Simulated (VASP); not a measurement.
The system is BiTe.

```xyz
2
Lattice="2.4227 1.3988 3.3173 -2.4227 1.3988 3.3173 0.0000 -2.7975 3.3173" Properties=species:S:1:pos:R:3 pbc="T T T"
Bi    0.0000    0.0000    4.9759
Te    0.0000    0.0000    0.0000
```

The cell comes from a database or a generator and needn't be the stable form of this composition.

* Program: VASP 6.6.1
* Task: relaxation of cell and atoms
* Functional: PBEsol
* Potentials or basis: VASP PAW PBE potentials, release 64 (Bi_d, Te)
* Cutoff: 600 eV
* k mesh: 6 × 6 × 6
* Occupations: fermi-dirac, width 0.05 eV
* Spin: no spin polarisation

At the start: pressure -2.5 GPa; volume 33.72 Å³/atom.

Task: How do energy, volume and symmetry change on relaxing?

Result: Over 7 steps the energy falls by 16.0 meV/atom and the volume is 31.80 Å³/atom (-5.7 %); space group R-3m (No. 166, to 0.05 Å).

Step by step:
| step | energy change (eV) | largest force (eV/Å) | pressure (GPa) | volume (Å³) |
| --- | --- | --- | --- | --- |
| 1 | 0.0000 | 0.0000 | -2.54 | 67.45 |
| 2 | -0.0193 | 0.0000 | 1.64 | 62.37 |
| 3 | -0.0278 | 0.0000 | 0.00 | 64.10 |
| 4 | -0.0295 | 0.0000 | 0.00 | 63.99 |
| 5 | -0.0314 | 0.0000 | 0.00 | 63.78 |
| 6 | -0.0309 | 0.0000 | 0.03 | 63.33 |
| 7 | -0.0319 | 0.0000 | 0.02 | 63.59 |

Final structure:
```xyz
2
Lattice="2.4027 1.3872 3.1801 -2.4027 1.3872 3.1801 0.0000 -2.7744 3.1801" Properties=species:S:1:pos:R:3 pbc="T T T"
Bi    0.0000    0.0000    4.7701
Te    0.0000    0.0000    0.0000
```

Caveat: the PAW data sets were made with another functional, which shifts forces and pressure a little.
